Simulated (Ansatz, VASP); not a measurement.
# TlTe2As (CuAu-ordered zincblende type (invented)): VASP beside Ansatz, part 2 of 2

One calculation is typed for both programs; each brings its own data sets. How far apart do they land? The cell is generated by rule, not measured, and may not be a known phase. Of the first pair: The two relaxations start from unlike cells of this crystal (the structure described is Ansatz's start), so only their ends are compared.

VASP 6.6.1 and Ansatz 0.2.0.

So far: Set-up; Ansatz: relaxation of cell and atoms, PBEsol, pair 1; VASP: relaxation of cell and atoms, PBEsol, pair 1; Differences.

## Step 5: VASP: relaxation of cell and atoms, PBEsol, pair 2

Level of this step: PBEsol; plane waves and PAW (Tl_d, As, Te); invented cell (VASP).

The relaxed volume is the usual yardstick between codes: in a stiff, nearly cubic crystal its relative difference is about their pressure difference at one cell divided by the bulk modulus. Its start cell is another than that of the pair before, and may be another structure of the material.

Contents of INCAR:

```
SYSTEM = TlTe2As
PREC = Accurate
ENCUT = 500
EDIFF = 1E-07
NELM = 120
ISMEAR = 0
SIGMA = 0.1
LREAL = .FALSE.
ALGO = Normal
GGA = PS
NBANDS = 21
LORBIT = 11
LWAVE = .FALSE.
LCHARG = .FALSE.
ISIF = 3
IBRION = 2
NSW = 80
EDIFFG = -0.005
LASPH = .TRUE.
GGA_COMPAT = .FALSE.
NELMIN = 4
KPAR = 2
```

Contents of POSCAR:

```
TlTe2As
1.0
    5.4199890000      0.0000000000      0.0000000000
    0.0000000000      5.4199890000      0.0000000000
    0.0000000000      0.0000000000      4.1118240000
Tl As Te
1 1 2
Direct
    0.0000000000      0.0000000000      0.0000000000
    0.4999999077      0.4999999077      0.5000000000
    0.0000000000      0.4999999077      0.3671509286
    0.4999999077      0.0000000000      0.6328488282
```

Contents of KPOINTS:

```
Automatic mesh
0
Gamma
8 8 10
0 0 0
```

Potentials, in the order of the species: Tl_d, As and Te (PBE family, release 64).

On the command line:

```
mpirun -np 2 vasp_std
```

Numbers of over 12 decimals in the logs are rounded to 6 here.

The log of the run:

```text
[banner, memory and clock lines left out]
running    2 mpi-ranks, on    1 nodes
[...]
[... a notice as in an earlier step ...]

 LDA part: xc-table for (Slater+PW92), standard interpolation
 POSCAR, INCAR and KPOINTS ok, starting setup
[...]
entering main loop
       N       E                     dE             d eps       ncg     rms          rms(c)
DAV:   1     0.135943127540E+03    0.13594E+03   -0.12637E+04  3796   0.116E+03
DAV:   2    -0.727540377971E+01   -0.14322E+03   -0.13776E+03  4550   0.221E+02
DAV:   3    -0.143409801903E+02   -0.70656E+01   -0.69505E+01  4576   0.444E+01
DAV:   4    -0.144574098136E+02   -0.11643E+00   -0.11630E+00  4569   0.633E+00
[...]
DAV:  11    -0.144116546720E+02   -0.91989E-06   -0.14281E-05  4080   0.294E-02    0.464E-03
DAV:  12    -0.144116546312E+02    0.40736E-07   -0.18035E-06  4335   0.697E-03    0.615E-03
DAV:  13    -0.144116545563E+02    0.74955E-07   -0.11865E-07  2400   0.216E-03
   1 F= -.14411655E+02 E0= -.14407070E+02  d E =-.144117E+02
[... from here on, the cycles between the ionic steps are left out ...]
   2 F= -.14411953E+02 E0= -.14407332E+02  d E =-.298722E-03
   3 F= -.14412717E+02 E0= -.14407989E+02  d E =-.106277E-02
   4 F= -.14413662E+02 E0= -.14408760E+02  d E =-.200701E-02
   5 F= -.14413109E+02 E0= -.14408161E+02  d E =-.145457E-02
   6 F= -.14413870E+02 E0= -.14408920E+02  d E =-.221582E-02
   7 F= -.14413897E+02 E0= -.14408918E+02  d E =-.261298E-04
   8 F= -.14413942E+02 E0= -.14408977E+02  d E =-.712618E-04
   9 F= -.14414023E+02 E0= -.14409060E+02  d E =-.811896E-04
 trial-energy change:   -0.000081  1 .order   -0.000081   -0.000121   -0.000041
 step:   2.2017(harm=  2.2456)  dis= 0.00399  next Energy=   -14.414033 (dE=-0.910E-04)
 reached required accuracy - stopping structural energy minimisation
```

OUTCAR, selected parts (step 5):

```text
  Total       -0.0130048     -0.0130048     -0.0137621      0.0000000      0.0000000      0.0000000
  in kB       -0.1710813     -0.1710813     -0.1810437      0.0000000      0.0000000      0.0000000
  external PRESSURE =      -0.1744021 kB  Pullay stress =       0.0000000 kB

 POSITION                                       TOTAL-FORCE (eV/Angst)
 -----------------------------------------------------------------------------------
      0.00000      5.40479      4.16922        -0.000000     -0.000000      0.000000
      2.70240      2.70240      2.08461         0.000000     -0.000000      0.000000
      0.00000      2.70240      1.49565         0.000000      0.000000     -0.003856
      2.70240     -0.00000      2.67358        -0.000000     -0.000000      0.003856
 -----------------------------------------------------------------------------------
    total drift:                                0.000183      0.000183      0.000324

  FREE ENERGIE OF THE ION-ELECTRON SYSTEM (eV)
  ---------------------------------------------------
  free  energy   TOTEN  =       -14.4140228283 eV

  energy  without entropy=      -14.4040979333  energy(sigma->0) =      -14.40906038

[... 1 part as in an earlier step ...]

[... 3 further parts left out ...]
[key lines of the parts left out:]
E-fermi :   5.3027
```

## Step 6: Ansatz: relaxation of cell and atoms, PBEsol, pair 2

The same cell, functional, mesh and smearing now go to Ansatz, which takes its cutoff from its data sets.

The cell is taken from a series of runs on this material, whose earlier steps may have relaxed, scaled, displaced or heated it; both programs get it as it stands.

Contents of input.yaml:

```yaml
crystal:
  lattice:
    - [5.4199885611, 0.0, 0.0]
    - [0.0, 5.4199885611, 0.0]
    - [0.0, 0.0, 4.1118235362]
  atoms:
    - { symbol: Tl, position: [0.0, 0.0, 0.0] }
    - { symbol: As, position: [0.5, 0.5, 0.5] }
    - { symbol: Te, position: [0.0, 0.5, 0.3671510473] }
    - { symbol: Te, position: [0.5, 0.0, 0.6328489527] }
kpoints:
  mp_grid: { grid: [8, 8, 10] }
hamiltonian:
  xc: pbesol
scf:
  occupations: { method: gaussian, width: 0.1 }
output:
  forces: true
  stress: true
  eigenvalues: true
relax:
  adjacent_minimum: "off"
  f_tol: 0.005
  max_steps: 80
  cell: { stress_tol: 0.05 }
```

On the command line:

```
ansatz run input.yaml --threads 2 --pin off --max-ram 5120MiB --backend cpu --events-out ev --progress --plain --runs-dir out
```

The log of the run:

```text
[...]
Crystal: 4 atoms, lattice volume = 120.790 Å³
Basis set: ecut = 420 eV, 2385 PW (Γ), exchange–correlation on 80×80×60 points (8 copies of the dense FFT grid, shifted against one another)
Bands: 36, of which v1, the nominal top of the filled ones, is band 30 counted from 1 (29 counted from 0)
Symmetry: 8 space group operations
[...]
k-points: 90 of 640 (time reversal used)
[...]
--- Relaxed structure (4 steps of the walk, 4 accepted, 1 SCFs on fresh bases) ---
[...]
cell:  # Å, volume = 121.6399 Å³
    - [5.400815, 0.0, 0]
    - [0.0, 5.400815, 0.0]
    - [0, 0.0, 4.170207]
  atoms:
    - { symbol: Tl, position: [0, 0.0, 2.1094332729803576e-19] }
    - { symbol: As, position: [0.5, 0.5, 0.500000] }
    - { symbol: Te, position: [0, 0.5, 0.357734] }
    - { symbol: Te, position: [0.5, 0.0, 0.642266] }
[key lines of the parts left out:]
SCF converged after 6 iterations
Free energy (F): -29911.337635 eV
Fermi energy:    8.725863 eV
P = ⅓ Tr σ = 0.0053 GPa (0.053 kbar)
```

## Step 7: Comparison

What differs besides the data sets and the points named for the pairs above, as far as they apply: the data sets hold 60 valence electrons in Ansatz (on its default PAW (the set named soft_2) files) and 30 in VASP. Total energies have different zeros and are not compared.

Both answers:

| quantity | Ansatz | VASP | difference |
| --- | --- | --- | --- |
| volume (Å³) | 121.64 | 121.79 | -0.12 % |
| edge a after relaxation, in the typed setting (Å) | 5.401 | 5.405 | -0.07 % |
| edge c after relaxation, in the typed setting (Å) | 4.170 | 4.169 | +0.02 % |

## Step 8: VASP: relaxation of cell and atoms, PBEsol, pair 3

The relaxed volume is the usual yardstick between codes: in a stiff, nearly cubic crystal its relative difference is about their pressure difference at one cell divided by the bulk modulus. Its start cell is another than that of the pair before, and may be another structure of the material.

INCAR is that of step 5.

Contents of POSCAR:

```
TlTe2As
1.0
    5.4207234367      0.0000000000      0.0000000000
    0.0000000000      5.4207234367      0.0000000000
    0.0000000000      0.0000000000      4.1180122380
Tl As Te
1 1 2
Direct
    0.0000000000      0.0000000000      0.0000000000
    0.5000000000      0.5000000000      0.4999999289
    0.0000000000      0.5000000000      0.3664338337
    0.5000000000      0.0000000000      0.6335661663
```

Contents of KPOINTS:

```
Automatic mesh
0
Gamma
10 10 6
0 0 0
```

On the command line:

```
mpirun -np 2 vasp_std
```

The log of the run:

```text
[... set-up lines as in an earlier step ...]
 entering main loop
       N       E                     dE             d eps       ncg     rms          rms(c)
DAV:   1     0.135935257993E+03    0.13594E+03   -0.12574E+04  3536   0.116E+03
DAV:   2    -0.714266024034E+01   -0.14308E+03   -0.13819E+03  4333   0.220E+02
DAV:   3    -0.143382200988E+02   -0.71956E+01   -0.70848E+01  4210   0.445E+01
DAV:   4    -0.144547689031E+02   -0.11655E+00   -0.11641E+00  4374   0.636E+00
[...]
DAV:  12    -0.144076369123E+02    0.61030E-06   -0.29275E-06  3995   0.116E-02    0.468E-03
DAV:  13    -0.144076368061E+02    0.10613E-06   -0.48739E-07  3932   0.413E-03    0.986E-04
DAV:  14    -0.144076367581E+02    0.48030E-07   -0.24672E-08  1924   0.897E-04
   1 F= -.14407637E+02 E0= -.14402652E+02  d E =-.144076E+02
[...]
N       E                     dE             d eps       ncg     rms          rms(c)
DAV:   1    -0.144076678216E+02   -0.31015E-04   -0.95478E-04  3698   0.174E-01    0.230E-02
DAV:   2    -0.144076530081E+02    0.14814E-04   -0.20588E-05  3818   0.309E-02    0.112E-02
DAV:   3    -0.144076472074E+02    0.58007E-05   -0.96173E-06  3978   0.202E-02    0.423E-03
DAV:   4    -0.144076470759E+02    0.13152E-06   -0.73129E-07  3808   0.551E-03    0.282E-03
DAV:   5    -0.144076471024E+02   -0.26526E-07   -0.28232E-08  1954   0.126E-03
   2 F= -.14407647E+02 E0= -.14402658E+02  d E =-.103443E-04
[...]
trial-energy change:   -0.000010  1 .order   -0.000011   -0.000012   -0.000010
 step:   4.0000(harm=  5.9178)  dis= 0.00054  next Energy=   -14.407672 (dE=-0.350E-04)
[...]
N       E                     dE             d eps       ncg     rms          rms(c)
DAV:   1    -0.144078492110E+02   -0.20214E-03   -0.85994E-03  3698   0.522E-01    0.686E-02
DAV:   2    -0.144077170531E+02    0.13216E-03   -0.18624E-04  3808   0.930E-02    0.336E-02
DAV:   3    -0.144076651716E+02    0.51882E-04   -0.86486E-05  3988   0.605E-02    0.128E-02
DAV:   4    -0.144076633357E+02    0.18358E-05   -0.66166E-06  3815   0.166E-02    0.853E-03
DAV:   5    -0.144076633198E+02    0.15942E-07   -0.28414E-07  3754   0.381E-03
   3 F= -.14407663E+02 E0= -.14402661E+02  d E =-.265617E-04
[...]
reached required accuracy - stopping structural energy minimisation
```

OUTCAR, selected parts (step 8):

```text
  Total       -0.0149568     -0.0149568     -0.0166925      0.0000000      0.0000000      0.0000000
  in kB       -0.1981375     -0.1981375     -0.2211307      0.0000000      0.0000000      0.0000000
  external PRESSURE =      -0.2058019 kB  Pullay stress =       0.0000000 kB

 POSITION                                       TOTAL-FORCE (eV/Angst)
 -----------------------------------------------------------------------------------
      0.00000     -0.00000      0.00000        -0.000000      0.000000      0.000000
      2.71149      2.71149      2.05625        -0.000000     -0.000000      0.000000
      0.00000      2.71149      1.50750        -0.000000     -0.000000      0.002929
      2.71149     -0.00000      2.60500         0.000000      0.000000     -0.002929
 -----------------------------------------------------------------------------------
    total drift:                               -0.000000     -0.000000      0.000076

  FREE ENERGIE OF THE ION-ELECTRON SYSTEM (eV)
  ---------------------------------------------------
  free  energy   TOTEN  =       -14.4076633198 eV

  energy  without entropy=      -14.3976594384  energy(sigma->0) =      -14.40266138

[... 1 part as in an earlier step ...]

[... 3 further parts left out ...]
[key lines of the parts left out:]
E-fermi :   5.3358
```

## Step 9: Ansatz: relaxation of cell and atoms, PBEsol, pair 3

Its own start cell and the same functional, mesh and smearing now go to Ansatz, which takes its cutoff from its data sets.

The two relaxations start from unlike cells of this crystal, so only their ends are compared.

input.yaml, the sections that differ from step 6:

```yaml
crystal:
  lattice:
    - [4.8074379447, 0.0, 0.0]
    - [0.0, 4.8074379447, 0.0]
    - [0.0, 0.0, 7.0326926397]
  atoms:
    - { symbol: Tl, position: [0.0, 0.0, 0.0] }
    - { symbol: As, position: [0.5, 0.5, 0.5] }
    - { symbol: Te, position: [0.0, 0.5, 0.3058295119] }
    - { symbol: Te, position: [0.5, 0.0, 0.6941704881] }
kpoints:
  mp_grid: { grid: [10, 10, 6] }
output:
  forces: true
  stress: true
  eigenvalues: true
  write_density: true
  write_potential: true
  elf: true
  volumetric_format: npy
# hamiltonian, scf, relax: as in step 6
```

On the command line:

```
ansatz run input.yaml --threads 2 --pin off --max-ram 5120MiB --backend cpu --events-out ev --progress --plain --runs-dir out
```

The log of the run:

```text
[...]
Crystal: 4 atoms, lattice volume = 162.536 Å³
Basis set: ecut = 420 eV, 3155 PW (Γ), exchange–correlation on 72×72×96 points (8 copies of the dense FFT grid, shifted against one another)
Bands: 36, of which v1, the nominal top of the filled ones, is band 30 counted from 1 (29 counted from 0)
Symmetry: 8 space group operations
[...]
k-points: 84 of 600 (time reversal used)
[...]
--- Relaxed structure (21 steps of the walk, 20 accepted, 2 SCFs on fresh bases) ---
[...]
cell:  # Å, volume = 120.7901 Å³
    - [5.419989, 0, 0]
    - [0, 5.419989, 0.0]
    - [0, 0.0, 4.111824]
  atoms:
    - { symbol: Tl, position: [0, 0, -4.624980336969857e-19] }
    - { symbol: As, position: [0.5, 0.5, 0.5] }
    - { symbol: Te, position: [0, 0.5, 0.367151] }
    - { symbol: Te, position: [0.5, 0, 0.632849] }
[key lines of the parts left out:]
SCF converged after 6 iterations
Free energy (F): -29911.331247 eV
Fermi energy:    8.781142 eV
P = ⅓ Tr σ = -0.0018 GPa (-0.018 kbar)
```

## Step 10: Side by side

What differs besides the data sets and the points named for the pairs above, as far as they apply: the data sets hold 60 valence electrons in Ansatz (on its default PAW (the set named soft_2) files) and 30 in VASP. Total energies have different zeros and are not compared.

Compared:

| quantity | Ansatz | VASP | difference |
| --- | --- | --- | --- |
| volume (Å³) | 120.79 | 120.94 | -0.13 % |
| edge a after relaxation, in the typed setting (Å) | 5.420 | 5.423 | -0.06 % |
| edge c after relaxation, in the typed setting (Å) | 4.112 | 4.112 | -0.02 % |

## Step 11: What came out

* difference in edge c after relaxation, in the typed setting (relaxation of cell and atoms, PBEsol, pair 1): -11 %
* difference in volume (relaxation of cell and atoms, PBEsol, pair 2): -0.12 %
* difference in volume (relaxation of cell and atoms, PBEsol, pair 3): -0.13 %

The difference in edge c after relaxation, in the typed setting is -11 % (relaxation of cell and atoms, PBEsol, pair 1), beyond the 1.2 % picked in this series as the mark of a large difference, as far as the stopping tolerances let one tell. The data sets hold unlike numbers of valence electrons (60 in Ansatz and 30 in VASP), so part of the differences comes from the potentials. What causes the difference of the relaxation of cell and atoms, PBEsol, pair 1 pair stays open here. Such differences can come from data sets, numerical settings and the points named under the comparisons, not from the functional's error against experiment.

[Lines on the potential files, build, host, timing and source positions are cut from VASP's logs without a mark.]

[Logs are printed without paths, hosts, clocks, repeated set-up lines and the standing remarks that a program may print on its own settings, such as how far it seeks lower states.]

[Hosts, paths, dates, database ids (printed as entryN), source tags and the programs' standing remarks are cut or masked in the printed files.]
